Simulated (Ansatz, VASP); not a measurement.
# TaW2 (TaW2 in the C11b ordering): VASP beside Ansatz, part 2 of 2

Wanted: the spread between two codes on one cell, functional and k mesh. The cell is generated by rule, not measured, and may not be a known phase. The cell is taken from a series of runs on this material, whose earlier steps may have relaxed, scaled, displaced or heated it; both programs get it as it stands.

VASP 6.6.1 and Ansatz 0.2.0.

So far: The structure; VASP: relaxation of cell and atoms, LDA, pair 1; Ansatz: relaxation of cell and atoms, LDA, pair 1; Side by side.

## (5) VASP: relaxation of cell and atoms, LDA, pair 2

Level of this step: LDA; plane waves and PAW (Ta_pv, W); invented cell (VASP).

The relaxed volume is the usual yardstick between codes: in a stiff, nearly cubic crystal its relative difference is about their pressure difference at one cell divided by the bulk modulus.

Contents of INCAR:

```
SYSTEM = TaW2
PREC = Accurate
ENCUT = 600
EDIFF = 1E-07
NELM = 120
ISMEAR = 1
SIGMA = 0.2
LREAL = .FALSE.
ALGO = Normal
GGA = CA
NBANDS = 17
LASPH = .TRUE.
LORBIT = 11
LWAVE = .FALSE.
LCHARG = .FALSE.
ISIF = 3
IBRION = 2
NSW = 80
EDIFFG = -0.005
GGA_COMPAT = .FALSE.
NELMIN = 4
KPAR = 2
```

Contents of POSCAR:

```
TaW2
1.0
    3.1621400000      0.0000000000      0.0000000000
    0.0000000000      3.1621400000      0.0000000000
    1.5810700000      1.5810700000      4.7674880000
Ta W
1 2
Direct
    0.0000000000      0.0000000000      0.0000000000
    0.6699094995      0.6699094995      0.6601810010
    0.3300905005      0.3300905005      0.3398189990
```

Contents of KPOINTS:

```
Automatic mesh
0
Gamma
10 10 10
0 0 0
```

The projector-augmented-wave data sets are Ta_pv and W (LDA family, release 64).

On the command line:

```
$ mpirun -np 2 vasp_std
```

Numbers of over 12 decimals in the logs are rounded to 6 here.

What it wrote:

```text
[... set-up lines as in an earlier step ...]
 entering main loop
       N       E                     dE             d eps       ncg     rms          rms(c)
DAV:   1     0.135462750862E+03    0.13546E+03   -0.12420E+04  3468   0.140E+03
DAV:   2    -0.373778864508E+02   -0.17284E+03   -0.16942E+03  4353   0.359E+02
DAV:   3    -0.432892163169E+02   -0.59113E+01   -0.57006E+01  4848   0.565E+01
DAV:   4    -0.433778000315E+02   -0.88584E-01   -0.88272E-01  4322   0.670E+00
[...]
DAV:  11    -0.415913149241E+02   -0.74673E-06   -0.35678E-05  4945   0.301E-02    0.165E-02
DAV:  12    -0.415913148319E+02    0.92271E-07   -0.35374E-06  4624   0.140E-02    0.246E-03
DAV:  13    -0.415913147551E+02    0.76810E-07   -0.62321E-07  4811   0.435E-03
   1 F= -.41591315E+02 E0= -.41591716E+02  d E =-.415913E+02
[... from here on, the cycles between the ionic steps are left out ...]
   2 F= -.41590184E+02 E0= -.41590583E+02  d E =0.113069E-02
   3 F= -.41591635E+02 E0= -.41592036E+02  d E =-.319774E-03
   4 F= -.41591682E+02 E0= -.41592054E+02  d E =-.474386E-04
   5 F= -.41591740E+02 E0= -.41592125E+02  d E =-.105919E-03
   6 F= -.41591740E+02 E0= -.41592125E+02  d E =-.105871E-03
   7 F= -.41591745E+02 E0= -.41592134E+02  d E =-.413182E-05
 trial-energy change:   -0.000004  1 .order   -0.000004   -0.000009    0.000001
 step:   0.7274(harm=  0.7274)  dis= 0.00006  next Energy=   -41.591745 (dE=-0.420E-05)
 reached required accuracy - stopping structural energy minimisation
```

OUTCAR, selected parts (step 5):

```text
  Total        0.0018657      0.0018657     -0.0013621      0.0000000      0.0000000      0.0000000
  in kB        0.0627929      0.0627929     -0.0458429      0.0000000      0.0000000      0.0000000
  external PRESSURE =       0.0265809 kB  Pullay stress =       0.0000000 kB

 POSITION                                       TOTAL-FORCE (eV/Angst)
 -----------------------------------------------------------------------------------
      3.16026      3.16026     -0.00000         0.000000      0.000000      0.000000
      3.16026      3.16026      3.14345         0.000000      0.000000     -0.001040
      1.58013      1.58013      1.62295        -0.000000     -0.000000      0.001040
 -----------------------------------------------------------------------------------
    total drift:                                0.000000      0.000000     -0.000000

  FREE ENERGIE OF THE ION-ELECTRON SYSTEM (eV)
  ---------------------------------------------------
  free  energy   TOTEN  =       -41.5917445322 eV

  energy  without entropy=      -41.5929118224  energy(sigma->0) =      -41.59213363

[... 2 parts as in an earlier step ...]

[... 2 further parts left out ...]
[key lines of the parts left out:]
E-fermi :   7.1628
```

## (6) Ansatz: relaxation of cell and atoms, LDA, pair 2

The same cell, functional (in two slightly different forms), mesh and smearing now go to Ansatz, which takes its cutoff from its data sets.

The cell is taken from a series of runs on this material, whose earlier steps may have relaxed, scaled, displaced or heated it; both programs get it as it stands.

Contents of input.yaml:

```yaml
crystal:
  lattice:
    - [3.1621401143, 0.0, 0.0]
    - [0.0, 3.1621401143, 0.0]
    - [1.5810700571, 1.5810700571, 4.7674883402]
  atoms:
    - { symbol: Ta, position: [0.0, 0.0, 0.0] }
    - { symbol: W, position: [0.6699095262, 0.6699095262, 0.6601809477] }
    - { symbol: W, position: [0.3300904738, 0.3300904738, 0.3398190523] }
kpoints:
  mp_grid: { grid: [10, 10, 10] }
hamiltonian:
  xc: lda
scf:
  occupations: { method: methfessel_paxton, width: 0.2 }
output:
  forces: true
  stress: true
  eigenvalues: true
relax:
  adjacent_minimum: "off"
  f_tol: 0.001
  max_steps: 60
  cell: { stress_tol: 0.01 }
```

On the command line:

```
$ ansatz run input.yaml --threads 4 --pin off --max-ram 8192MiB --backend cpu --events-out ev --progress --plain --runs-dir out
```

What it wrote:

```text
[...]
Crystal: 3 atoms, lattice volume = 47.671 Å³
Basis set: ecut = 420 eV, 963 PW (Γ)
Bands: 25, of which v1, the nominal top of the filled ones, is band 21 counted from 1 (20 counted from 0)
Symmetry: 16 space group operations
[...]
k-points: 102 of 1000
[...]
--- Relaxed structure (4 steps of the walk, 3 accepted, 1 SCFs on fresh bases) ---
[...]
cell:  # Å, volume = 47.6702 Å³
    - [3.162644, 0, 1.6584464522987357e-11]
    - [0, 3.162644, 1.6584464511342525e-11]
    - [1.581322, 1.581322, 4.765917]
  atoms:
    - { symbol: Ta, position: [0, 0, 0] }
    - { symbol: W, position: [0.669899, 0.669899, 0.660203] }
    - { symbol: W, position: [0.330101, 0.330101, 0.339797] }
[key lines of the parts left out:]
SCF converged after 3 iterations
Free energy (F): -29942.672518 eV
Fermi energy:    21.623026 eV
P = ⅓ Tr σ = -0.0010 GPa (-0.010 kbar)
```

## (7) Comparison

What differs besides the data sets and the points named for the pairs above, as far as they apply: the data sets hold 41 valence electrons in Ansatz (on its default PAW (the set named soft_2) files) and 23 in VASP. Total energies have different zeros and are not compared.

Both answers:

```
                                         quantity  Ansatz   VASP  difference
                                      volume (Å³)   47.67  47.60     +0.14 %
edge a after relaxation, in the typed setting (Å)   3.163  3.160     +0.07 %
edge c after relaxation, in the typed setting (Å)   5.264  5.264     +0.01 %
```

## (8) VASP: zone-centre phonons, LDA

Second derivatives magnify differences that forces hide, and they need a tight electronic threshold.

Contents of INCAR:

```
SYSTEM = TaW2
PREC = Accurate
ENCUT = 600
EDIFF = 1E-08
NELM = 120
ISMEAR = 1
SIGMA = 0.2
LREAL = .FALSE.
ALGO = Normal
GGA = CA
NBANDS = 17
LASPH = .TRUE.
LORBIT = 11
LWAVE = .FALSE.
LCHARG = .FALSE.
ISIF = 2
IBRION = 8
GGA_COMPAT = .FALSE.
KPAR = 2
```

Contents of POSCAR:

```
TaW2
1.0
    3.1626436694      0.0000000000      0.0000000000
    0.0000000000      3.1626436694      0.0000000000
    1.5813218347      1.5813218347      4.7659167573
Ta W
1 2
Direct
    0.0000000000      0.0000000000      0.0000000000
    0.6698986812      0.6698986812      0.6602026377
    0.3301013188      0.3301013188      0.3397973623
```

Contents of KPOINTS:

```
Automatic mesh
0
Gamma
6 6 6
0 0 0
```

On the command line:

```
$ mpirun -np 2 vasp_std
```

What it wrote:

```text
[... set-up lines as in an earlier step ...]
 entering main loop
       N       E                     dE             d eps       ncg     rms          rms(c)
DAV:   1     0.138142121869E+03    0.13814E+03   -0.12447E+04  1020   0.140E+03
DAV:   2    -0.367838905385E+02   -0.17493E+03   -0.17135E+03  1269   0.365E+02
DAV:   3    -0.432890994272E+02   -0.65052E+01   -0.63643E+01  1397   0.596E+01
DAV:   4    -0.433795677479E+02   -0.90468E-01   -0.90154E-01  1244   0.688E+00
[...]
DAV:  12    -0.415799620649E+02   -0.19135E-06   -0.18046E-06  1550   0.101E-02    0.243E-03
DAV:  13    -0.415799620082E+02    0.56674E-07   -0.25121E-07  1345   0.276E-03    0.826E-04
DAV:  14    -0.415799620062E+02    0.20093E-08   -0.85586E-09   872   0.653E-04
   1 F= -.41579962E+02 E0= -.41579387E+02  d E =-.172542E-02
 Linear response reoptimize wavefunctions to high precision
DAV:   1    -0.415799620058E+02    0.40018E-09   -0.38385E-09  1135   0.404E-04
DAV:   2    -0.415799620058E+02    0.24556E-10   -0.15637E-10   700   0.857E-05
 Linear response DOF=           4
 Linear response progress:
[...]
RMM:  11    -0.116492634496E+00    0.10262E-06    0.20386E-07  5105   0.291E-04    0.815E-06
RMM:  12    -0.116492615383E+00    0.19113E-07   -0.10888E-07  5271   0.271E-04    0.377E-06
RMM:  13    -0.116492621352E+00   -0.59689E-08   -0.97302E-08  5394   0.264E-04    0.116E-06
 first order change of Fermi-energy  -0.20892E-04
 force on displaced ion       2 direction 1 : -11.338  -0.000   0.001
 Linear response progress:
  Degree of freedom:   4/  4
       N       E                     dE             d eps       ncg     rms          rms(c)
RMM:   1    -0.133640724146E+00   -0.13364E+00   -0.81437E-02  2026   0.183E+00
RMM:   2    -0.131489124514E+00    0.21516E-02   -0.32071E-03  1782   0.351E-01    0.258E-01
RMM:   3    -0.130945167940E+00    0.54396E-03   -0.56902E-03  1894   0.345E-01    0.257E-01
RMM:   4    -0.130407602407E+00    0.53757E-03   -0.94077E-04  1771   0.161E-01    0.135E-01
[...]
RMM:  13    -0.130529686591E+00    0.28061E-07   -0.12291E-07  2307   0.291E-04    0.630E-06
RMM:  14    -0.130529682568E+00    0.40228E-08   -0.18494E-07  2330   0.280E-04    0.193E-06
RMM:  15    -0.130529681530E+00    0.10386E-08   -0.64443E-08  2322   0.277E-04    0.885E-07
 first order change of Fermi-energy  -0.74110E+00
 force on displaced ion       2 direction 3 :   0.000   0.000 -19.463
 Linear response finished
```

From OUTCAR (step 8):

```text
  Total        0.0553554      0.0553554     -0.0538909      0.0000000      0.0000000      0.0000000
  in kB        1.8604730      1.8604730     -1.8112540      0.0000000      0.0000000      0.0000000
  external PRESSURE =       0.6365640 kB  Pullay stress =       0.0000000 kB

 POSITION                                       TOTAL-FORCE (eV/Angst)
 -----------------------------------------------------------------------------------
      0.00000      0.00000      0.00000        -0.000000     -0.000000      0.000000
      3.16264      3.16264      3.14647        -0.000000     -0.000000     -0.070439
      1.58132      1.58132      1.61945         0.000000      0.000000      0.070439
 -----------------------------------------------------------------------------------
    total drift:                                0.000000     -0.000000     -0.000000

[... 2 further parts left out ...]
```

The k-mesh is coarse for a metal.

## (9) Ansatz: zone-centre phonons, LDA

The same cell, functional (in two slightly different forms), mesh and smearing now go to Ansatz, which takes its cutoff from its data sets.

The cell is taken from a series of runs on this material, whose earlier steps may have relaxed, scaled, displaced or heated it; both programs get it as it stands.

Contents of input.yaml:

```yaml
crystal:
  lattice:
    - [3.1626436694, 0.0, 0.0]
    - [0.0, 3.1626436694, 0.0]
    - [1.5813218347, 1.5813218347, 4.7659167573]
  atoms:
    - { symbol: Ta, position: [0.0, 0.0, 0.0] }
    - { symbol: W, position: [0.6698986812, 0.6698986812, 0.6602026377] }
    - { symbol: W, position: [0.3301013188, 0.3301013188, 0.3397973623] }
kpoints:
  mp_grid: { grid: [6, 6, 6] }
hamiltonian:
  xc: lda
scf:
  occupations: { method: methfessel_paxton, width: 0.2 }
output:
  eigenvalues: true
phonons:
  method: dfpt
  qmesh: [2, 2, 2]
  temperatures: { t_max: 1000, t_step: 50 }
  qpath:
    path:
      - [[0.0, 0.0, 0.0], [0.5, 0.5, 0.5], [0.5, 0.5, 0.75], [0.5, 0.0, 0.5], [0.0, 0.0, 0.0], [0.0, 0.0, 0.5], [0.44495503, 0.0, 0.72247752]]
      - [[0.55504497, 0.0, 0.27752248], [0.0, 0.0, 0.0]]
      - [[0.5, 0.5, 0.5], [0.55504497, 0.44495503, 0.5]]
      - [[0.44495503, 0.44495503, 0.94495503], [0.0, 0.0, 0.5]]
    npoints: 10
```

On the command line:

```
$ ansatz run input.yaml --threads 4 --pin off --max-ram 8192MiB --backend cpu --events-out ev --progress --plain --runs-dir out
```

What it wrote:

```text
[...]
Crystal: 3 atoms, lattice volume = 47.670 Å³
Basis set: ecut = 420 eV, 963 PW (Γ), exchange–correlation on 72×72×72 points (8 copies of the dense FFT grid, shifted against one another)
Bands: 25, of which v1, the nominal top of the filled ones, is band 21 counted from 1 (20 counted from 0)
Symmetry: 16 space group operations
k-points: 30 of 216
[...]
largest difference from the sums on the solved wave vectors: F 7.43e-2 eV, S 1.07e-4 and C_V 3.23e-5 eV/K
  zero-point energy: 0.091153 eV/cell   skipped modes (ω ≤ 0): 3   left out of the sums: 5.95e-5 of the cell's modes: C_V's classical limit lies that fraction below 3 k_B per atom; for a crystal, a wire or a layer, F and S can be off by more, and a phonons.interpolated_qmesh denser along its periods is the remedy for the sampling
[key lines of the parts left out:]
SCF converged after 8 iterations
Free energy (F): -29942.662154 eV
Fermi energy:    21.524685 eV
```

## (10) Differences

What differs besides the data sets and the points named for the pairs above, as far as they apply: VASP's run holds the zone centre alone; the data sets hold 41 valence electrons in Ansatz (on its default PAW (the set named soft_2) files) and 23 in VASP. Total energies have different zeros and are not compared.

Both answers:

```
                  quantity  Ansatz   VASP  difference
optical mode 1 to 2 (cm⁻¹)   156.6  158.1     -0.96 %
optical mode 3 to 4 (cm⁻¹)   162.7  160.4     +1.45 %
     optical mode 5 (cm⁻¹)   206.0  207.1     -0.54 %
     optical mode 6 (cm⁻¹)   210.9  208.4     +1.21 %
```

Modes are paired by rising frequency, not by their patterns, so a pair may set unlike modes beside each other; they are those without the splitting of longitudinal modes.

## (11) Summary of results

| Item | Value |
| --- | --- |
| difference in volume (relaxation of cell and atoms, LDA, pair 1) | 0.14 % |
| difference in volume (relaxation of cell and atoms, LDA, pair 2) | 0.14 % |
| r.m.s. difference of the optical zone-centre modes, each program's sorted by frequency (zone-centre phonons, LDA) | 2.0 cm⁻¹ |
| difference in optical mode 3 to 4 (zone-centre phonons, LDA) | +1.5 % |

What this shows: The difference in volume is 0.14 % (relaxation of cell and atoms, LDA, pair 2), within the 1.2 % picked in this series as the mark of a large difference, as far as the stopping tolerances let one tell. The data sets hold unlike numbers of valence electrons (41 in Ansatz and 23 in VASP), so part of the differences comes from the potentials. Among the rows given in per cent, the largest difference of the zone-centre phonons, LDA pair is in optical mode 3 to 4, +1.5 %. 1 further run of this series is not shown here. Such differences can come from data sets, numerical settings and the points named under the comparisons, not from the functional's error against experiment.

[Lines on the potential files, build, host, timing and source positions are cut from VASP's logs without a mark.]

[Logs are printed without paths, hosts, clocks, repeated set-up lines and the standing remarks that a program may print on its own settings, such as how far it seeks lower states.]

[Hosts, paths, dates, database ids (printed as entryN), source tags and the programs' standing remarks are cut or masked in the printed files.]
